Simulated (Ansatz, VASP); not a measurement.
# Hf7Cl in VASP and in Ansatz

```xyz
8
Lattice="3.2161 0.0000 0.0000 -1.6080 2.7852 0.0000 0.0000 0.0000 19.3039" Properties=species:S:1:pos:R:3 pbc="T T T"
Hf    0.0000    1.8568   17.2070
Hf    0.0000    1.8568    2.0969
Hf    0.0000    1.8568   12.1715
Hf    0.0000    0.0000    9.6520
Hf    0.0000    0.0000    4.5660
Hf    0.0000    1.8568    7.1324
Hf    0.0000    0.0000   14.7379
Cl    0.0000    0.0000    0.0000
```

Alike in both runs: task single point; functional PBE; k mesh 6 × 6 × 1; occupations gaussian, width 0.2 eV; no spin polarisation.

```csv
,VASP,Ansatz
version,VASP 6.6.1,Ansatz 0.2.0
potentials or method,"VASP PAW PBE potentials, release 64 (Hf_pv, Cl)","scalar-relativistic, plane waves, PAW"
plane-wave cutoff (eV),520,420
valence electrons in the cell,77,189
```

Ansatz gave:

* gap on the k mesh at the Fermi level (eV): none
* pressure (GPa): -0.3
* largest component of the traceless stress (GPa): 0.51
* rms of the force components (eV/Å): 0.017

Which values does VASP return?

gap on the k mesh at the Fermi level (eV): none; pressure (GPa): -0.8; largest component of the traceless stress (GPa): 0.47; rms of the force components (eV/Å): 0.020.

Atom by atom the forces differ by 0.005 eV/Å (rms over components). A gap of «none» marks a metal or a gap that the smearing closes. With one functional, cell and mesh, what is left measures potentials, basis and numerics. The two sets of potentials don't hold the same shells in valence.

Caveats: the k mesh is coarse (spacing up to 0.38 Å⁻¹), so the values aren't converged; an odd number of electrons without spin polarisation forces a metal; a magnetic or distorted state may lie lower. Spin-orbit coupling is left out, which matters for the levels of Hf.
